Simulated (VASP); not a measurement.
An input for Quantum ESPRESSO's pw.x (written as the equivalent of a VASP run, and not itself run):

```
&CONTROL
  calculation = 'scf'
  pseudo_dir = './pseudo'
  outdir = './out'
  tprnfor = .true.
  tstress = .true.
/
&SYSTEM
  ibrav = 0
  nat = 6
  ntyp = 2
  ecutwfc = 82.3
  occupations = 'tetrahedra'
  input_dft = 'pbesol'
/
&ELECTRONS
  conv_thr = 7.3e-09
  electron_maxstep = 100
/
ATOMIC_SPECIES
  W 183.840 W.upf
  Te 127.600 Te.upf
CELL_PARAMETERS angstrom
    -2.5715965    2.5715965    6.9965188
     2.5715965   -2.5715965    6.9965188
     2.5715965    2.5715965   -6.9965188
ATOMIC_POSITIONS crystal
  W    0.5000000  0.5000000  0.0000000
  W    0.2500000  0.7500000  0.5000000
  Te   0.3053346  0.3053346  0.0000000
  Te   0.0553346  0.5553346  0.5000000
  Te   0.4446654  0.9446654  0.5000000
  Te   0.6946654  0.6946654  0.0000000
K_POINTS automatic
  9 9 9 0 0 0
```

Question: Write the VASP files for the same calculation (PBEsol).

Answer: One answer among several that fit: 
### POSCAR
```
Te2W
1
   -2.5715965225     2.5715965225     6.9965188063
    2.5715965225    -2.5715965225     6.9965188063
    2.5715965225     2.5715965225    -6.9965188063
W Te
2 4
Direct
  0.5000000000   0.5000000000   0.0000000000
  0.2500000000   0.7500000000   0.5000000000
  0.3053345548   0.3053345548   0.0000000000
  0.0553345548   0.5553345548   0.5000000000
  0.4446654452   0.9446654452   0.5000000000
  0.6946654452   0.6946654452   0.0000000000
```

### INCAR
```
LEFG  =  T
NELM  =  100   ! most electronic steps
LREAL  =  F
LORBIT  =  11
LCHARG  =  T
LWAVE  =  F
PREC  =  Accurate
LMAXMIX  =  6
ENCUT  =  400   ! plane-wave cut-off (eV)
GGA  =  PS   ! PBEsol
ISMEAR  =  -5
ISIF  =  2   ! forces and stress, cell fixed
ALGO  =  Normal   ! blocked Davidson
SYSTEM  =  Te2W
NEDOS  =  601   ! DOS grid
LASPH  =  T   ! aspherical one-centre terms
EDIFF  =  1E-7   ! SCF stop (eV)
```

File KPOINTS:
```
Regular mesh
0
Gamma
9 9 9
```

POTCAR, in this order: W_sv Te (PBE.64 set). Program: vasp_std.

Limits of the translation: the potentials are each code's own (VASP's PAW set, PseudoDojo norm-conserving files in pw.x), so ENCUT and ecutwfc are chosen apart and not converted; conv_thr bounds pw.x's estimated SCF error, while EDIFF bounds the energy change between steps; the field gradients of LEFG aren't asked of the other code.

The structure was generated: Te2W was put into the anatase type (I4_1/amd), which need not be its known phase. It was relaxed first, which changed the volume by -23 %.
